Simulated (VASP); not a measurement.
Energy against volume of AuZn (CsCl type). Calculation: RPBE GGA, VASP's PBE PAW potentials (set 64) (plane waves; VASP).

```csv
V (Å³/atom),E (eV/atom)
15.698,-1.87414
16.199,-1.89190
16.700,-1.89777
17.201,-1.89404
17.702,-1.88247
```

### Question
Fit a third-order Birch-Murnaghan equation of state.

### Answer

```
Property                                        Result
---------------------------------------  -------------
volume per atom                          16.74 Å³/atom
bulk modulus                                   101 GPa
pressure derivative of the bulk modulus           5.99
lattice constant a                           0.3223 nm
```

Measured: bulk modulus 131 GPa (computed value off by -22.9 %), as given by Niraj K. Nepal et al., Physical Review B (2020), arXiv:2007.11150. The calculation is for a static lattice, while the measured bulk modulus holds thermal and zero-point effects, which are part of the difference.

The compound is AuZn in the CsCl type structure. It was relaxed first, which changed the volume by +7 %.
